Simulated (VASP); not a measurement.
# BP: a GW gap and what it depends on, part 3 of 3

Aim: test the GW correction to the gap of BP. The starting structure is a measured crystal structure from the Crystallography Open Database. Cell and atoms stay as given.

VASP 6.6.1.

Results so far: G0W0 (response cutoff 100 eV, 4×4×4 mesh) 1.81 eV; G0W0 (response cutoff 160 eV, 4×4×4 mesh) 1.93 eV; G0W0 (response cutoff 240 eV, 4×4×4 mesh) 1.99 eV; GW0 with iterated eigenvalues (response cutoff 160 eV, 4×4×4 mesh) 2.04 eV; G0W0 (response cutoff 100 eV, 6×6×6 mesh) 1.86 eV.

**7. G0W0 (response cutoff 100 eV, 4×4×4 mesh, 12 empty bands)**

Level of this step: G0W0 on LDA; plane waves and PAW (P_GW, B_GW) (VASP).

It reads the orbitals and their derivatives (WAVECAR and WAVEDER) of a run with the empty bands, which follows a ground-state run; neither is shown.

INCAR reads:

```
SYSTEM = BP
PREC = Accurate
ENCUT = 340
ISMEAR = 0
SIGMA = 0.01
LREAL = .FALSE.
GGA = CA
NBANDS = 16
ALGO = EVGW0
NELMGW = 1
ENCUTGW = 100
NOMEGA = 40
PRECFOCK = Fast
NBANDSGW = 16
LWAVE = .FALSE.
LCHARG = .FALSE.
```

POSCAR reads:

```
BP
1.0
    0.0000000000      2.2690000000      2.2690000000
    2.2690000000      0.0000000000      2.2690000000
    2.2690000000      2.2690000000      0.0000000000
P B
1 1
Direct
    0.7500000000      0.7500000000      0.7500000000
    0.0000000000      0.0000000000      0.0000000000
```

KPOINTS reads:

```
Automatic mesh
0
Gamma
4 4 4
0 0 0
```

The projector-augmented-wave data sets are P_GW and B_GW (LDA family, release 64).

Run with:

```
> mpirun -np 8 vasp_std
```

What it wrote:

```text
[banner, memory and clock lines left out]
running    8 mpi-ranks, on    1 nodes
[...]
[... a notice as in an earlier step ...]

 [... a notice as in an earlier step ...]

 LDA part: xc-table for (Slater(with rela. corr.)+CA(PZ))
 , standard interpolation
 found WAVECAR, reading the header
 POSCAR, INCAR and KPOINTS ok, starting setup
[...]
reading WAVECAR
 the WAVECAR file was read successfully
 initial charge from wavefunction
 available memory per node:     56.07 GB, setting MAXMEM to     57416

 The Fermi energy was updated, please check that it is located mid-gap
 values below the HOMO (VB) or above the LUMO (CB) will cause erroneous energies
 E-fermi :   7.7273

 calculate exact exchange contribution
 the WAVEDER file was read successfully
energies w=
    0.000    0.000    0.573    0.000    1.142    0.000    1.704    0.000
    2.258    0.000    2.800    0.000    3.331    0.000    3.849    0.000
    4.356    0.000    4.853    0.000    5.341    0.000    5.822    0.000
[...]
total number of BLAS operations          1.39 Gflops
NQ=   4    0.2500    0.2500    0.0000,
|.........|.........|.........|.........|.........|.........|.........|.........
 performed         78000 updates of chi_q(r,r)
 total number of BLAS operations          1.92 Gflops
NQ=   5    0.5000    0.2500    0.0000,
|.........|.........|.........|.........|.........|.........|.........|.........
 performed        113000 updates of chi_q(r,r)
 total number of BLAS operations          2.73 Gflops
NQ=   6   -0.2500    0.2500    0.0000,
|.........|.........|.........|.........|.........|.........|.........|.........
 performed        144000 updates of chi_q(r,r)
 total number of BLAS operations          3.55 Gflops
NQ=   7    0.5000    0.5000    0.0000,
|.........|.........|.........|.........|.........|.........|.........|.........
 performed        161000 updates of chi_q(r,r)
 total number of BLAS operations          3.87 Gflops
NQ=   8   -0.2500    0.5000    0.2500,
|.........|.........|.........|.........|.........|.........|.........|.........
 performed        184000 updates of chi_q(r,r)
 total number of BLAS operations          4.46 Gflops
 resolving degeneracies of screened two electron integrals

 calculate QP shifts <psi_nk| G(iteration)W_0 |psi_nk>: iteration 1
 entering main loop
```

Run time: 2.8 s. Hardware: 8 MPI ranks of Intel Xeon Platinum 8259CL at 2.50GHz (Skylake/Cascade Lake), shared host; peak memory 0.84 GiB.

Parts of OUTCAR (step 7):

```text
 QP shifts <psi_nk| G(iteration)W_0 |psi_nk>: iteration 1
 for sc-GW calculations column KS-energies equals QP-energies in previous step
 and V_xc(KS)=  KS-energies - (<T + V_ion + V_H > + <T+V_H+V_ion>^1  + <V_x>^1)
 k-point   1 :       0.0000    0.0000    0.0000
  band No.  KS-energies  QP-energies   sigma(KS)   V_xc(KS)     V^pw_x(r,r')   Z            occupation Imag(sigma)
      1      -8.3168      -8.5385     -12.4548     -12.1480     -20.4191       0.7227       2.0000       1.6554
      2       7.0927       7.5972     -12.8444     -13.4813     -15.1993       0.7921       2.0000       0.0956
      3       7.0927       7.5972     -12.8444     -13.4813     -15.1993       0.7921       2.0000       0.0956
      4       7.0927       7.5972     -12.8444     -13.4813     -15.1993       0.7921       2.0000       0.0956
      5      10.4497      11.8209     -10.5616     -12.2994      -6.9596       0.7891       0.0000      -0.1113
      6      10.4497      11.8209     -10.5616     -12.2994      -6.9596       0.7891       0.0000      -0.1113
      7      10.4497      11.8209     -10.5616     -12.2994      -6.9596       0.7891       0.0000      -0.1113
      8      14.4589      15.8085     -11.1006     -12.8734      -6.0501       0.7612       0.0000      -0.2527
    ...

[... 1 part as in an earlier step ...]

[... 2 further parts left out ...]
[key lines of the parts left out:]
E-fermi :   7.7273
```

G0W0 (response cutoff 100 eV, 4×4×4 mesh, 12 empty bands): the quasiparticle gap on this mesh is 1.801 eV, +0.532 eV from the LDA gap on the same points, with 16 bands.

**8. The runs compared**

```
                                                               run  LDA gap on the mesh (eV)  GW gap (eV)  correction (eV)  bands
                         G0W0 (response cutoff 100 eV, 4×4×4 mesh)                     1.269         1.81            0.541     56
                         G0W0 (response cutoff 160 eV, 4×4×4 mesh)                     1.269        1.933            0.664    112
                         G0W0 (response cutoff 240 eV, 4×4×4 mesh)                     1.269        1.992            0.723    200
GW0 with iterated eigenvalues (response cutoff 160 eV, 4×4×4 mesh)                     1.269        2.038            0.768    112
                         G0W0 (response cutoff 100 eV, 6×6×6 mesh)                     1.294        1.861            0.567     56
         G0W0 (response cutoff 100 eV, 4×4×4 mesh, 12 empty bands)                     1.269        1.801            0.532     16
```

**9. Results**

| Item | Value |
| --- | --- |
| gap, G0W0 (response cutoff 100 eV, 4×4×4 mesh) | 1.810 eV |
| gap, G0W0 (response cutoff 160 eV, 4×4×4 mesh) | 1.933 eV |
| gap, G0W0 (response cutoff 240 eV, 4×4×4 mesh) | 1.992 eV |
| gap, GW0 with iterated eigenvalues (response cutoff 160 eV, 4×4×4 mesh) | 2.038 eV |
| gap, G0W0 (response cutoff 100 eV, 6×6×6 mesh) | 1.861 eV |
| gap, G0W0 (response cutoff 100 eV, 4×4×4 mesh, 12 empty bands) | 1.801 eV |

**Reading.** The correction to the LDA gap of BP is +0.541 eV at a response cutoff of 100 eV, +0.664 eV at a response cutoff of 160 eV, +0.723 eV at a response cutoff of 240 eV. The number of bands rises with the cutoff. On a 6×6×6 mesh in place of 4×4×4 the correction is +0.567 eV against +0.541 eV. The quasiparticle gap is indirect in all runs, and the LDA gap on the same mesh may lie between other points, in which case the correction mixes two transitions. Iterating the eigenvalues in G raises the gap by +0.105 eV. With 12 empty bands alone, a slip made on purpose, the correction is +0.532 eV against +0.541 eV. Errors of the two band edges can cancel in a gap, so a value close to the better runs would prove nothing. From a response cutoff of 160 to 240 eV the correction still moves by +0.059 eV, so cutoff and bands aren't shown to be converged. The LDA gap along the bands, from another run on this structure, is 1.196 eV. On the 4×4×4 mesh it is 1.269 eV, so this mesh misses the band edges. On the 6×6×6 mesh it is 1.294 eV, so this mesh misses the band edges. Further runs on this material are not shown.

[Lines on the potential files, build, host, timing and source positions are cut from VASP's logs without a mark.]

[Logs are printed without paths, hosts, clocks, repeated set-up lines and the standing remarks that a program may print on its own settings, such as how far it seeks lower states.]

[Hosts, paths, dates, database ids (printed as entryN), source tags and the programs' standing remarks are cut or masked in the printed files.]
